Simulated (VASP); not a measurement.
Input:

```xyz
6
Lattice="4.8435 0.0000 0.0000 0.0000 4.8435 0.0000 0.0000 0.0000 4.8435" Properties=species:S:1:pos:R:3 pbc="T T T"
Ag     3.6326     1.2109     3.6326
Ag     1.2109     3.6326     3.6326
Ag     3.6326     3.6326     1.2109
Ag     1.2109     1.2109     1.2109
O      0.0000     0.0000     0.0000
O      2.4218     2.4218     2.4218
```

These are PBE GGA, VASP's PBE PAW potentials (set 64) (plane waves; VASP) values and carry that method's errors. Run with 400 eV cut-off, 5×5×5 Γ-centred mesh, Fermi-Dirac smearing of 0.050 eV, potentials Ag O.

At this cut-off the stress carries a Pulay error, which pulls relaxed volumes low.

### Question
What does the run give for the energy per atom (σ→0), pressure, band gap (on the k-mesh) with the smallest direct gap where there is one?

### Answer

```
Property                                                     Value
------------------------  ----------------------------------------
band gap (on the k-mesh)  none (metal, semimetal or under 0.01 eV)
energy per atom (σ→0)                               -3.579 eV/atom
pressure                                                 -3.48 GPa
```

The structure is a typed Ag2O crystal. The cell was not relaxed at this level.
